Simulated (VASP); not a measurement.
# NiSb (NiAs type): computed properties

All values below come from PBEsol GGA, VASP's PBE PAW potentials (set 64) (plane waves; VASP 6.6.1).

```json
{
  "space_group": "P6_3/mmc (194)",
  "cell": "a = b = 3.915 Å, c = 5.075 Å, α = β = 90.00°, γ = 120.00°",
  "volume_per_atom": "16.84 Å³/atom",
  "band gap (over mesh and band path)": "none (metal, semimetal or under 0.01 eV)",
  "hill_bulk_modulus": "128 GPa",
  "hill_shear_modulus": "58.7 GPa",
  "Poisson's ratio": "0.300",
  "band_gap_with_spin_orbit_coupling": "none (metallic)",
  "density": "8.90 g/cm³",
  "optical Γ-point spectrum": "138 (×2), 138 (×2), 156, 165, 216 (×2), 268 cm⁻¹",
  "C11": "197 GPa",
  "C12": "109 GPa",
  "C13": "80.4 GPa",
  "C33": "214 GPa",
  "C44": "71.8 GPa",
  "C66": "44.4 GPa"
}
```

```cif
data_Ni2Sb2
_chemical_formula_sum 'Ni2 Sb2'
_space_group_name_H-M_alt 'P63/mmc'
_space_group_IT_number 194
_space_group_name_Hall '-P 6c 2c'
_cell_length_a 3.91496
_cell_length_b 3.91496
_cell_length_c 5.07547
_cell_angle_alpha 90.000
_cell_angle_beta 90.000
_cell_angle_gamma 120.000
loop_
_atom_site_label
_atom_site_type_symbol
_atom_site_symmetry_multiplicity
_atom_site_Wyckoff_symbol
_atom_site_fract_x
_atom_site_fract_y
_atom_site_fract_z
_atom_site_occupancy
Ni1 Ni 2 a 0.00000 0.00000 0.00000 1
Sb1 Sb 2 c 0.33333 0.66667 0.25000 1
```

Measured: a 3.946 Å (computed value off by -0.8 %), c 5.148 Å (computed value off by -1.4 %), as given by Wikipedia, Breithauptite (infobox). The calculation is for a static lattice, while the measured a, c hold thermal and zero-point effects, which are part of the difference. Finite-difference elastic constants of metals are sensitive to mesh and smearing; shear constants can be off by tens of GPa. Unless said otherwise, spin-orbit coupling is left out, though it shifts the bands of the heavy elements here.

The compound is NiSb in the NiAs type structure. It was relaxed first. Symmetry was kept, so distortions that lower it aren't found. The run is not spin-polarised, so no magnetic state was tried.
